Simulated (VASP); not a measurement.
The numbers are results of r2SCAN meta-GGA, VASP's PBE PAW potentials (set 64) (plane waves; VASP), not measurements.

VASP input:

POSCAR:
```
TiO2
1
    4.6023307150     0.0000000000     0.0000000000
    0.0000000000     4.6023307150     0.0000000000
    0.0000000000     0.0000000000     2.9601607104
Ti O
2 4
Direct
  0.0000000000   0.0000000000   0.0000000000
  0.5000000000   0.5000000000   0.5000000000
  0.3045125053   0.3045125053   0.0000000000
  0.8045125053   0.1954874947   0.5000000000
  0.1954874947   0.8045125053   0.5000000000
  0.6954874947   0.6954874947   0.0000000000
```

INCAR:
```
ALGO=Normal
EDIFF=1E-6
EDIFFG=-0.02
ENCUT=620
IBRION=2
ISIF=3
ISMEAR=0
LASPH=.TRUE.
LCHARG=.FALSE.
LMAXMIX=4
LMIXTAU=.TRUE.
LREAL=.FALSE.
LWAVE=.FALSE.
METAGGA=R2SCAN
NELM=100
NSW=40
PREC=Accurate
SIGMA=0.05
SYSTEM=TiO2
```

KPOINTS:
```
Regular mesh
0
G
 5 5 8
0 0 0
```

POTCAR, in this order: Ti_sv O (PBE.64 set). Program: vasp_std.

Question: What will the output report for the number of irreducible k-points (NKPTS), largest plane-wave count, number of space-group operations, FFT grid (NGX, NGY, NGZ)?

Answer: 
- number of irreducible k-points (NKPTS): 30
- largest plane-wave count: 2220
- number of space-group operations: 16
- FFT grid (NGX, NGY, NGZ): 40 × 40 × 24

The compound is TiO2 in the rutile structure. It was relaxed first.
